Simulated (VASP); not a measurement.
The input files of a VASP run:

**KPOINTS**
```
K-points
0
gamma
10 10 10
```

### INCAR
```
ALGO=Normal
EDIFF=1E-6
EDIFFG=-0.02
ENCUT=400
GGA=PS
IBRION=2
ISIF=3
ISMEAR=1
LASPH=T
LCHARG=F
LMAXMIX=4
LREAL=F
LWAVE=F
NELM=100
NSW=60
PREC=Accurate
SIGMA=0.1
SYSTEM=YGa3Cu
```

**POSCAR**
```
YGa3Cu
1.0
 -2.0101500965   2.0101500965   5.2903158461
  2.0101500965  -2.0101500965   5.2903158461
  2.0101500965   2.0101500965  -5.2903158461
Y Ga Cu
1 3 1
direct
  0.0000000000   0.0000000000   0.0000000000
  0.6136980399   0.6136980399   0.0000000000
  0.3863019601   0.3863019601   0.0000000000
  0.7500000000   0.2500000000   0.5000000000
  0.2500000000   0.7500000000   0.5000000000
```

POTCAR, in this order: Y_sv Ga_d Cu (PBE.64 set). Program: vasp_std.

Question: Translate this PBEsol calculation to Ansatz.

Answer: One equivalent input (not run):
Ansatz 0.2 input:
```yaml
crystal:
  lattice:
    - [-2.0101501, 2.0101501, 5.2903158]
    - [2.0101501, -2.0101501, 5.2903158]
    - [2.0101501, 2.0101501, -5.2903158]
  atoms:
    - { symbol: Y, position: [0.0000000, 0.0000000, 0.0000000] }
    - { symbol: Ga, position: [0.6136980, 0.6136980, 0.0000000] }
    - { symbol: Ga, position: [0.3863020, 0.3863020, 0.0000000] }
    - { symbol: Ga, position: [0.7500000, 0.2500000, 0.5000000] }
    - { symbol: Cu, position: [0.2500000, 0.7500000, 0.5000000] }
kpoints:
  mp_grid: { grid: [10, 10, 10] }
hamiltonian:
  xc: pbesol
  pseudopotentials: { kind: paw }
scf:
  occupations: { method: methfessel_paxton, width: 0.1 }
  max_iter: 100
relax:
  max_steps: 60
  f_tol: 0.02
  cell: {}
output: { forces: true, stress: true, eigenvalues: true }
```
What does not carry over: each code has its own PAW files, so the cut-off isn't converted (ENCUT is set for VASP's; basis.ecutwfc is left out, and Ansatz then takes the one that its files recommend); Ansatz stops its SCF on the density residual and VASP on the energy change (EDIFF).

The structure comes from a computed database's YGa3Cu entry (I-4m2); how it stands against other phases isn't given here. This run relaxes it. Symmetry was kept, so distortions that lower it aren't found. The start is the result of an earlier pass.
